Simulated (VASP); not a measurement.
# A slab model of Nb(110)

Aim: model Nb(110) by a slab and find how far its highest filled level lies below the vacuum.

Main program and level: VASP 6.6.1; LDA; plane waves and PAW (Nb_pv).

## 1. The structure

The cell holds 7 atoms: 7 Nb. Its edges and angles: a = 2.858 Å, b = 2.858 Å, c = 32.001 Å, α = 90.0°, β = 90.0°, γ = 70.5°. Vacuum lies along c.

Structure file:

```cif
data_structure
_symmetry_space_group_name_H-M 'P 1'
_symmetry_Int_Tables_number 1
_cell_length_a 2.8579
_cell_length_b 2.8579
_cell_length_c 32.0007
_cell_angle_alpha 90.000
_cell_angle_beta 90.000
_cell_angle_gamma 70.529
_cell_volume 246.42
loop_
_atom_site_label
_atom_site_type_symbol
_atom_site_fract_x
_atom_site_fract_y
_atom_site_fract_z
_atom_site_occupancy
Nb1 Nb 0.00000 0.00000 0.28124 1
Nb2 Nb 0.50000 0.50000 0.35416 1
Nb3 Nb 0.00000 0.00000 0.42708 1
Nb4 Nb 0.50000 0.50000 0.50000 1
Nb5 Nb 0.00000 0.00000 0.57292 1
Nb6 Nb 0.50000 0.50000 0.64584 1
Nb7 Nb 0.00000 0.00000 0.71876 1
```

## 2. Potential and states of the slab

A static run writes the electrostatic potential without exchange and correlation (LVHAR), which is flat in the vacuum and gives the level to count from. The dipole correction cancels the field that unlike faces would set up across the vacuum.

File INCAR:

```
SYSTEM = Nb
PREC = Normal
ENCUT = 300
EDIFF = 1E-06
NELM = 120
ISMEAR = -1
SIGMA = 0.1
LREAL = .FALSE.
ALGO = Fast
GGA = CA
NBANDS = 58
LASPH = .TRUE.
LORBIT = 11
LWAVE = .FALSE.
LCHARG = .TRUE.
IDIPOL = 3
LDIPOL = .TRUE.
DIPOL = 0.5 0.5 0.5
LVHAR = .TRUE.
LVACPOTAV = .TRUE.
LELF = .TRUE.
NEDOS = 1500
```

File POSCAR:

```
Nb
1.0
    2.3334523779     -1.6500000000      0.0000000000
    2.3334523779      1.6500000000      0.0000000000
    0.0000000000      0.0000000000     32.0007142675
Nb
7
Direct
    0.0000000000      0.0000000000      0.2812437224
    0.5000000000      0.5000000000      0.3541624816
    0.0000000000      0.0000000000      0.4270812408
    0.5000000000      0.5000000000      0.5000000000
    0.0000000000      0.0000000000      0.5729187592
    0.5000000000      0.5000000000      0.6458375184
    0.0000000000      0.0000000000      0.7187562776
```

File KPOINTS:

```
Automatic mesh
0
Gamma
18 18 1
0 0 0
```

File KPOINTS_OPT:

```
Line mode
14
Line-mode
Reciprocal
  0.00000000   0.00000000   0.00000000 GAMMA
  0.37500000  -0.37500000   0.00000000 X

  0.37500000  -0.37500000   0.00000000 X
  0.62500000   0.37500000   0.00000000 A1

  0.62500000   0.37500000   0.00000000 A1
  0.50000000   0.50000000   0.00000000 Y

  0.50000000   0.50000000   0.00000000 Y
  0.00000000   0.00000000   0.00000000 GAMMA
```

The projector-augmented-wave data sets are Nb_pv (LDA family, release 64).

On the command line:

```bash
> mpirun -np 2 vasp_std
```

What it wrote:

```text
[banner, memory and clock lines left out]
running    2 mpi-ranks, on    1 nodes
 distrk:  each k-point on    2 cores,    1 groups
 distr:  one band on    1 cores,    2 groups

 POSCAR found type information on POSCAR Nb
 POSCAR found :  1 types and       7 ions
 LDA part: xc-table for (Slater(with rela. corr.)+CA(PZ))
 , standard interpolation
 POSCAR, INCAR and KPOINTS ok, starting setup
 FFT: planning ... GRIDC
 FFT: planning ... GRID_SOFT
 FFT: planning ... GRID
 WAVECAR not read
 entering main loop
       N       E                     dE             d eps       ncg     rms          rms(c)
DAV:   1     0.667319463615E+03    0.66732E+03   -0.31692E+04 12372   0.868E+02
DAV:   2    -0.431930809564E+02   -0.71051E+03   -0.68531E+03 10734   0.421E+02
DAV:   3    -0.799456810398E+02   -0.36753E+02   -0.33090E+02 13660   0.815E+01
DAV:   4    -0.821871893083E+02   -0.22415E+01   -0.21644E+01 14334   0.186E+01
DAV:   5    -0.822642678198E+02   -0.77079E-01   -0.76664E-01 14686   0.312E+00    0.466E+01
RMM:   6    -0.158977761779E+03   -0.76713E+02   -0.91351E+01 16089   0.243E+01    0.344E+01
RMM:   7    -0.192447140858E+03   -0.33469E+02   -0.72852E+01 16016   0.287E+01    0.410E+01
RMM:   8    -0.885168993915E+02    0.10393E+03   -0.24319E+01 14896   0.210E+01    0.245E+01
RMM:   9    -0.778913239787E+02    0.10626E+02   -0.37791E+00 12764   0.990E+00    0.141E+01
RMM:  10    -0.763894640253E+02    0.15019E+01   -0.18299E+00 14649   0.440E+00    0.837E+00
RMM:  11    -0.764307757814E+02   -0.41312E-01   -0.43490E-01 15736   0.220E+00    0.950E+00
RMM:  12    -0.761983507737E+02    0.23243E+00   -0.19511E-01 15657   0.157E+00    0.926E+00
RMM:  13    -0.758555812018E+02    0.34277E+00   -0.46416E-01 16233   0.298E+00    0.724E+00
RMM:  14    -0.757597876150E+02    0.95794E-01   -0.29275E-01 16073   0.228E+00    0.432E+00
RMM:  15    -0.757424123516E+02    0.17375E-01   -0.39522E-02 15776   0.843E-01    0.239E+00
RMM:  16    -0.757953319023E+02   -0.52920E-01   -0.12123E-01 16289   0.158E+00    0.192E+00
RMM:  17    -0.757866016949E+02    0.87302E-02   -0.60130E-03 15026   0.395E-01    0.154E+00
RMM:  18    -0.757573926503E+02    0.29209E-01   -0.21383E-02 15551   0.671E-01    0.927E-01
RMM:  19    -0.757384613404E+02    0.18931E-01   -0.47150E-02 16774   0.937E-01    0.491E-01
RMM:  20    -0.757381900875E+02    0.27125E-03   -0.37608E-03 16500   0.272E-01    0.435E-01
RMM:  21    -0.757378493216E+02    0.34077E-03   -0.77957E-04 15518   0.121E-01    0.339E-01
RMM:  22    -0.757374016147E+02    0.44771E-03   -0.56102E-04 15463   0.886E-02    0.157E-01
RMM:  23    -0.757374026718E+02   -0.10571E-05   -0.20418E-04 16108   0.505E-02    0.671E-02
RMM:  24    -0.757375221876E+02   -0.11952E-03   -0.93114E-05 15743   0.357E-02    0.416E-02
RMM:  25    -0.757375911796E+02   -0.68992E-04   -0.30887E-05 14209   0.256E-02    0.440E-02
RMM:  26    -0.757376565803E+02   -0.65401E-04   -0.28198E-05 14074   0.183E-02    0.108E-02
RMM:  27    -0.757376728483E+02   -0.16268E-04   -0.16508E-05 14574   0.147E-02    0.319E-02
RMM:  28    -0.757376770692E+02   -0.42210E-05   -0.42562E-06 11676   0.614E-03    0.244E-02
RMM:  29    -0.757376763428E+02    0.72641E-06   -0.11728E-06  9721   0.482E-03
|                                                                             |
|           W    W    AA    RRRRR   N    N  II  N    N   GGGG   !!!           |
|           W    W   A  A   R    R  NN   N  II  NN   N  G    G  !!!           |
|           W    W  A    A  R    R  N N  N  II  N N  N  G       !!!           |
|           W WW W  AAAAAA  RRRRR   N  N N  II  N  N N  G  GGG   !            |
|           WW  WW  A    A  R   R   N   NN  II  N   NN  G    G                |
|           W    W  A    A  R    R  N    N  II  N    N   GGGG   !!!           |
|                                                                             |
|     Did not find any points to average over, which means that no vacuum     |
|     field-free region was found. Please increase the size of  your cell     |
|     in the dimension of the dipole correction to obtain accurate            |
|     workfunction values.                                                    |
|                                                                             |

   1 F= -.75737676E+02 E0= -.75575372E+02  d E =-.324609E+00
 Start KPOINTS_OPT (optional k-point list driver)
k-point batch [1-56\56]
       N       E                     dE             ncg
DAV:   1    -0.320315636997E+05   -0.13792E+06     7752
DAV:   2    -0.705960819543E+05   -0.38565E+05     6600
DAV:   3    -0.727289733949E+05   -0.21329E+04     8472
DAV:   4    -0.728623775903E+05   -0.13340E+03     8680
DAV:   5    -0.728669622235E+05   -0.45846E+01     8678
DAV:   6    -0.728671690238E+05   -0.20680E+00     9044
DAV:   7    -0.728671751896E+05   -0.61658E-02     8736
DAV:   8    -0.728671755438E+05   -0.35421E-03     8740
DAV:   9    -0.728671755611E+05   -0.17262E-04     6608
DAV:  10    -0.728671755625E+05   -0.14205E-05     5408
DAV:  11    -0.728671755627E+05   -0.21592E-06     4744
```

Elapsed: 7.4 min, on 2 MPI ranks of AMD EPYC 7R43, shared host; peak memory 0.77 GiB.

Lines that name or quote the potential files are left out of all logs, and their timing lines are given in words.

OUTCAR, selected parts (step 2):

```text
ion  position               nearest neighbor table
   1  0.000  0.000  0.281-   2 2.86   2 2.86   2 3.30   2 3.30
   2  0.500  0.500  0.354-   1 2.86   3 2.86   1 2.86   3 2.86   1 3.30   3 3.30   1 3.30   3 3.30

  LATTYP: Found a base centered orthorhombic cell.
 ALAT       =     3.3000000000
 B/A-ratio  =     1.4142135624
 C/A-ratio  =     9.6971861417

 Subroutine GETGRP returns: Found  8 space group operations
 (whereof  8 operations were pure point group operations)

The static configuration has the point symmetry D_2h.

 Found     91 irreducible k-points:

   k-points           NKPTS =     91   k-points in BZ     NKDIM =     91   number of bands    NBANDS=     58

   dimension x,y,z NGX =    12 NGY =   12 NGZ =  140
   dimension x,y,z NGXF=    24 NGYF=   24 NGZF=  280

   ENCUT  =  300.0 eV  22.05 Ry    4.70 a.u.   4.04  4.04 45.19*2*pi/ulx,y,z

   NELECT =      77.0000    total number of electrons

 k-points in reciprocal lattice and weights: Automatic mesh
   0.00000000  0.00000000  0.00000000       0.003
   0.05555556  0.00000000  0.00000000       0.012
   0.11111111  0.00000000  0.00000000       0.012
   0.16666667  0.00000000  0.00000000       0.012
   0.22222222  0.00000000  0.00000000       0.012
   0.27777778  0.00000000  0.00000000       0.012
   0.33333333  0.00000000  0.00000000       0.012
   0.38888889  0.00000000  0.00000000       0.012
   0.44444444  0.00000000  0.00000000       0.012
[...]
-0.44444444  0.44444444  0.00000000       0.006
   0.50000000  0.50000000  0.00000000       0.003

 dipolmoment           0.000000      0.000000      0.000000 electrons x Angstroem

 average (electrostatic) potential at core
       1 -39.8980       2 -39.5767       3 -39.5028       4 -39.4728       5 -39.5028
       6 -39.5767       7 -39.8980

 E-fermi :   0.2665

 k-point     1 :       0.0000    0.0000    0.0000
  band No.  band energies     occupation
    ...
     33      -0.2300      1.98614
     34      -0.1895      1.97929
     35      -0.1352      1.96464
     36       0.1548      1.50700
     37       0.3013      0.82762
     38       0.3835      0.47379
     39       0.4619      0.24827
     40       0.5326      0.13062
     41       0.7204      0.02115
     42       0.7814      0.01154
    ...

 k-point     2 :       0.0556    0.0000    0.0000
  band No.  band energies     occupation
    ...
     34      -0.2232      1.98517
     35      -0.1497      1.96934
     36       0.1591      1.49077
     37       0.1880      1.37340
     38       0.3183      0.74684
     39       0.4388      0.30304
     40       0.5607      0.10028
     41       0.6445      0.04462
     42       0.7503      0.01573
     43       1.2469      0.00011
    ...

 k-point     3 :       0.1111    0.0000    0.0000
  band No.  band energies     occupation
    ...
     36      -0.0587      1.92552
     37       0.0612      1.77248
     38       0.2772      0.94681
     39       0.3004      0.83201
     40       0.3324      0.68182
     41       0.7555      0.01493
     42       0.8469      0.00601
     43       0.9443      0.00227
     44       1.4461      0.00002
     45       1.4656      0.00001
    ...

  Total       -9.9965578     -8.4910889     -6.3862842     -0.0000000      0.0000000      0.0000000
  in kB      -64.9962811    -55.2079238    -41.5227657     -0.0000000      0.0000000      0.0000000
  external PRESSURE =     -53.9089902 kB  Pullay stress =       0.0000000 kB

  energy-cutoff  :      300.00
  volume of cell :      246.42
      direct lattice vectors                 reciprocal lattice vectors
     2.333452378 -1.650000000  0.000000000     0.214274782 -0.303030303  0.000000000
     2.333452378  1.650000000  0.000000000     0.214274782  0.303030303  0.000000000
     0.000000000  0.000000000 32.000714268     0.000000000  0.000000000  0.031249302

 POSITION                                       TOTAL-FORCE (eV/Angst)
 -----------------------------------------------------------------------------------
      0.00000      0.00000      9.00000        -0.000000      0.000000      0.678948
      2.33345      0.00000     11.33345        -0.000000      0.000000     -0.402880
      0.00000      0.00000     13.66690         0.000000      0.000000      0.027506
      2.33345      0.00000     16.00036         0.000000      0.000000      0.000000
      0.00000      0.00000     18.33381         0.000000      0.000000     -0.027506
      2.33345      0.00000     20.66726        -0.000000      0.000000      0.402880
      0.00000      0.00000     23.00071         0.000000      0.000000     -0.678948
 -----------------------------------------------------------------------------------
    total drift:                                0.000000      0.000000      0.000000

  FREE ENERGIE OF THE ION-ELECTRON SYSTEM (eV)
  ---------------------------------------------------
  free  energy   TOTEN  =       -75.7376763428 eV

  energy  without entropy=      -75.4130670397  energy(sigma->0) =      -75.57537169

 vacuum level on the upper side and lower side of the slab         5.067         5.067

 total charge
# of ion       s       p       d       tot
------------------------------------------
    1        0.417   6.191   3.109   9.718
    2        0.433   6.316   3.137   9.886
    3        0.435   6.310   3.156   9.901
    4        0.435   6.302   3.171   9.908
    5        0.435   6.310   3.156   9.901
    6        0.433   6.316   3.137   9.886
    7        0.417   6.191   3.109   9.718
--------------------------------------------------
tot          3.006  43.937  21.973  68.917

[... 3 further parts left out ...]
```

This run has no spin polarisation. Its electron count is odd, so without a moment it is a metal by construction.

Numbers from this step:

- electronic cycles: 29
- electrons: 77
- free energy (TOTEN): -75.7377 eV
- energy at zero smearing: -75.5754 eV
- Fermi energy: 0.2665 eV
- labelled metallic, from the levels on this mesh: yes
- DOS at the Fermi level: 10.13 states/eV/cell
- dipole moment: 0, 0, 0 e·Å
- vacuum levels: 5.067, 5.067 eV
- work functions of the upper and lower face: 4.801, 4.801 eV

Electronic bands along the path, in eV, zero at the Fermi level; # counts the bands kept, so #1 is VASP's band 22:

| point | #13 | #14 | #15 | #16 | #17 | #18 | #19 | #20 |
| --- | --- | --- | --- | --- | --- | --- | --- | --- |
| Γ | -0.46 | -0.40 | -0.11 | 0.03 | 0.12 | 0.20 | 0.27 | 0.45 |
| 0.54 of the way | -1.00 | -0.97 | -0.78 | -0.72 | -0.62 | -0.54 | -0.35 | 0.10 |
| X | -1.42 | -1.33 | -0.78 | -0.68 | 0.00 | 0.13 | 0.95 | 1.15 |
| 0.54 of the way | -1.44 | -1.43 | -0.21 | 0.02 | 0.41 | 0.88 | 1.37 | 1.79 |
| A1 | -1.42 | -1.33 | -0.78 | -0.68 | 0.00 | 0.13 | 0.95 | 1.15 |
| 0.46 of the way | -1.29 | -0.76 | -0.61 | -0.01 | 0.53 | 0.89 | 1.80 | 1.81 |
| Y | -1.07 | -0.60 | -0.25 | 0.66 | 0.86 | 1.72 | 1.77 | 2.13 |
| 0.46 of the way | -0.76 | -0.36 | -0.29 | 0.21 | 0.24 | 0.34 | 0.97 | 0.99 |
| Γ | -0.46 | -0.40 | -0.11 | 0.03 | 0.12 | 0.20 | 0.27 | 0.45 |

The density of states has structure finer than the step of the table below, so its rows give means over 1 eV, whole bins alone (the curve runs from -12.0 to 7.91 eV). Peaks (eV: height): total -2.6: 9.77, -1.4: 13.7, -0.3: 12.2, 3.9: 11.5; Nb s -3.3: 1.35, -0.2: 0.293; Nb p -2.5: 0.618, -1.4: 0.787, -0.2: 1.31; Nb d -2.5: 5.67, -1.4: 10.4, -0.3: 8.06, 3.9: 10.3.

Means over bins of 0.086 eV. Table of density of states by energy, zero at the Fermi level; means over each step; values in states/eV/cell:

| energy (eV) | total | Nb s | Nb p | Nb d |
| --- | --- | --- | --- | --- |
| -7 | 0 | 0 | 0 | 0 |
| -6 | 0.0712 | 0.0437 | 0.00138 | 1.2e-5 |
| -5 | 0.513 | 0.289 | 0.0280 | 0.00914 |
| -4 | 1.94 | 0.678 | 0.126 | 0.545 |
| -3 | 7.91 | 1.26 | 0.447 | 4.21 |
| -2 | 7.93 | 0.423 | 0.501 | 5.37 |
| -1 | 10.9 | 0.156 | 0.722 | 7.96 |
| 0 | 9.46 | 0.226 | 1.06 | 6.18 |
| 1 | 5.10 | 0.103 | 0.591 | 3.29 |
| 2 | 7.07 | 0.0951 | 0.406 | 5.45 |
| 3 | 10.1 | 0.0864 | 0.278 | 8.69 |
| 4 | 8.73 | 0.132 | 0.240 | 7.70 |
| 5 | 2.96 | 0.0749 | 0.231 | 2.34 |
| 6 | 0.842 | 0.0344 | 0.111 | 0.576 |
| 7 | 0.406 | 0.0222 | 0.0836 | 0.203 |

The planar average of the electrostatic potential oscillates, so the rows of the table below give means over windows of 2.29 Å about each position, cut where the curve ends. Its maxima inside the range that stand out by 2 % of the span (Å: eV): 10.2: -0.862, 12.5: -0.954, 14.9: -0.933, 17.1: -0.933, 19.5: -0.954, 21.8: -0.862. Its minima: 9.0: -8.46, 11.3: -8.35, 13.7: -8.28, 16.0: -8.30, 18.3: -8.28, 20.7: -8.35, 23.0: -8.46.

Zero at the Fermi level. Table of planar average of the electrostatic potential by height; means over each step:

| height (Å) | planar average of the electrostatic potential (eV) |
| --- | --- |
| 1.15 | 4.80 |
| 3.44 | 4.80 |
| 5.72 | 4.70 |
| 8.02 | -1.84 |
| 10.30 | -4.82 |
| 12.59 | -4.81 |
| 14.88 | -4.80 |
| 17.18 | -4.80 |
| 19.46 | -4.81 |
| 21.75 | -4.82 |
| 24.04 | -1.52 |
| 26.34 | 4.72 |
| 28.62 | 4.80 |
| 30.91 | 4.80 |

Density of states in the PAW spheres, an atom over height of the layer and energy from the Fermi level.

Ten even steps from '_' (0.00 states/eV) to '@' (1.46 states/eV), each cell a mean:
```
**==========**
%%**%%%%%%**%%
@@##%%@@%%##@@
@@**######**@@
@@@@%%@@%%@@@@
%%@@@@%%@@@@%%
==============
****++**++****
**##******##**
==**++++++**==
::--======--::
__..........__
______________
______________
______________
______________
______________
______________
______________
______________
______________
______________
```
Columns: height of the layer (Å) from 9 to 23; rows upwards: energy from the Fermi level (eV) from -7.9 to 0.5.

Force by atom:

| atom | x (eV/Å) | y (eV/Å) | z (eV/Å) | size |
| --- | --- | --- | --- | --- |
| Nb1 | 0.000 | 0.000 | 0.679 | 0.679 |
| Nb2 | 0.000 | 0.000 | -0.403 | 0.403 |
| Nb3 | 0.000 | 0.000 | 0.028 | 0.028 |
| Nb4 | 0.000 | 0.000 | 0.000 | 0.000 |
| Nb5 | 0.000 | 0.000 | -0.028 | 0.028 |
| Nb6 | 0.000 | 0.000 | 0.403 | 0.403 |
| Nb7 | 0.000 | 0.000 | -0.679 | 0.679 |

Valence density in the ca plane at fractional y = 0.000, with atoms of Nb within 0.2 Å of it. It is the smooth field of the valence electrons, not physical close to the nuclei.

Values in e/Å³, 5 rows by 16 columns, each cell a mean:
```
0.3 2.6 1.7 0.2 0.2 0.7 3.2 0.8 0.2 0.2 1.4 2.9 0.2 0.0 0.0 0.0
0.2 0.7 0.5 0.2 0.3 0.3 0.8 0.3 0.2 0.2 0.4 0.7 0.1 0.0 0.0 0.0
0.2 0.3 0.3 0.2 0.3 0.2 0.3 0.2 0.3 0.2 0.3 0.3 0.1 0.0 0.0 0.0
0.2 1.2 0.8 0.2 0.2 0.4 1.4 0.4 0.2 0.2 0.6 1.3 0.1 0.0 0.0 0.0
0.3 3.2 2.1 0.2 0.2 0.8 3.8 1.0 0.2 0.2 1.7 3.5 0.3 0.0 0.0 0.0
```
Columns run along c (16.0 Å, from fractional 0.38 to 0.88 of the cell), rows up along a (2.9 Å). Atoms in or near the plane, at fractional coordinates: Nb at (0.43, 0.00), Nb at (0.57, 0.00), Nb at (0.72, 0.00).

Electrostatic potential energy in the ca plane at fractional y = 0.000, with atoms of Nb within 0.2 Å of it. With pseudopotentials it is smooth inside the atoms' cores, unlike the true potential.

Values in eV, 5 rows by 16 columns, each cell a mean:
```
 -2 -17 -14   1   1  -7 -19  -8   1   1 -12 -18  -4   4   5   5
  1  -8  -5   1   0  -1  -9  -2   0   0  -4  -9   1   5   5   5
  2  -2   0   1  -1   1  -3   1  -1   0   0  -3   2   5   5   5
  0 -12  -8   1   0  -3 -13  -4   0   1  -7 -13  -1   4   5   5
 -2 -19 -15   1   2  -8 -20  -9   2   1 -14 -19  -5   4   5   5
```
Columns run along c (16.0 Å, from fractional 0.38 to 0.88 of the cell; values clipped at the 3rd and 97th percentile), rows up along a (2.9 Å). Atoms in or near the plane, at fractional coordinates: Nb at (0.43, 0.00), Nb at (0.57, 0.00), Nb at (0.72, 0.00).

ELF in the ca plane at fractional y = 0.000, with atoms of Nb within 0.2 Å of it. It is the smooth field of the valence electrons, not physical close to the nuclei.

Ten even steps from '0' (0.00) to '9' (0.49), each cell a mean:
```
86662157587678566116658768967512762111000000
77577775586567657777568656865777742221000000
78656755886557855665688656886677544432101200
79965558986557986556898655798665666643100000
79755656886557865665698655786566545542100000
77568875686567746886568656875788632221100000
86573257587678567336658767966633752111103500
86661037588788575004758878967400672111001000
```
Columns run along c (16.0 Å, from fractional 0.38 to 0.88 of the cell), rows up along a (2.9 Å). Atoms in or near the plane, at fractional coordinates: Nb at (0.43, 0.00), Nb at (0.57, 0.00), Nb at (0.72, 0.00).

Only the dipole across the slab is computed (IDIPOL = 3); zeros along the plane are no results.

The density of states holds every band computed, so its fall toward the upper end of the range is no gap.

The map of layer states is cut here 0.5 eV above the Fermi level, so it leaves out the states above that.

The vacuum level lies 4.80 eV above the Fermi level at the upper face; both faces agree, as the slab has next to no dipole.

The program found no field-free point at its default tolerance, but its printed level agrees with the flat part of the planar average.

On this mesh the fine structure of the density of states is sampling noise, and high empty states may be cut by the number of bands.

(Part 1 of 3 ends here.)

[Lines on the potential files, build, host, timing and source positions are cut from VASP's logs without a mark.]

[Logs are printed without paths, hosts, clocks, repeated set-up lines and the standing remarks that a program may print on its own settings, such as how far it seeks lower states.]

[Hosts, paths, dates, database ids (printed as entryN), source tags and the programs' standing remarks are cut or masked in the printed files.]

[In band tables of VASP the shares of atoms and orbitals are scaled to a sum of 1 inside the atoms' spheres.]

[Runs that stopped without an error message from VASP are left out.]
